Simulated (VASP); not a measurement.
A run of VASP 6.6.1 is set up as follows.

Contents of INCAR:

```
PREC     = Accurate       # precision mode
ENCUT    = 520            # plane-wave cutoff, eV
EDIFF    = 1E-7           # SCF threshold, eV
ISMEAR   = -1             # smearing method
SIGMA    = 0.05           # smearing width, eV
LREAL    = F              # projectors in reciprocal space
LASPH    = T              # aspherical terms in the spheres
NELM     = 80             # most SCF steps
ALGO     = Normal         # electronic algorithm
ISIF     = 2              # what is computed and relaxed
LWAVE    = F              # write WAVECAR
LCHARG   = F              # write CHGCAR
GGA      = PE             # functional
NBANDS   = 84             # bands
KPAR     = 4
```

The input KPOINTS:

```
Automatic mesh
0
Gamma
  4 4 4
```

Contents of POSCAR:

```
Ta3AsAu2O13
1.0
    5.2423700000      3.0266800000      4.1427300000
   -5.2423700000      3.0266800000      4.1427300000
    0.0000000000     -6.0533700000      4.1427300000
Ta As Au O
3 1 2 13
Direct
    0.2310800000      0.5722900000      0.2310800000
    0.2310800000      0.2310800000      0.5722900000
    0.5722900000      0.2310800000      0.2310800000
    0.5587800000      0.5587800000      0.5587800000
    0.9655900000      0.9655900000      0.9655900000
    0.7510500000      0.7510500000      0.7510500000
    0.4088400000      0.6676200000      0.4088400000
    0.4088400000      0.4088400000      0.6676200000
    0.6676200000      0.4088400000      0.4088400000
    0.4972600000      0.0131300000      0.3602400000
    0.3602400000      0.4972600000      0.0131300000
    0.0131300000      0.3602400000      0.4972600000
    0.3602400000      0.0131300000      0.4972600000
    0.0131300000      0.4972600000      0.3602400000
    0.4972600000      0.3602400000      0.0131300000
    0.1096300000      0.7480600000      0.1096300000
    0.1096300000      0.1096300000      0.7480600000
    0.7480600000      0.1096300000      0.1096300000
    0.3084000000      0.3084000000      0.3084000000
```

Potentials or basis: VASP PAW PBE potentials, release 64 (Ta_pv, As, Au, O).

Command:

```bash
$ cat potpaw_PBE.64/Ta_pv/POTCAR potpaw_PBE.64/As/POTCAR potpaw_PBE.64/Au/POTCAR potpaw_PBE.64/O/POTCAR > POTCAR
$ mpirun -np 4 vasp_std > vasp.out
```

Predict the largest force.

0.340 eV/Å.

Predict the band gap on the k mesh.

1.06 eV, indirect (least direct gap 1.09 eV).

Stress tensor (GPa, compression positive):
```
0.73 0.00 0.00
0.00 0.73 0.00
0.00 0.00 0.30
```

Caveat: spin-orbit coupling is left out, which moves the levels of the heavy elements. A k mesh can miss the band edges.
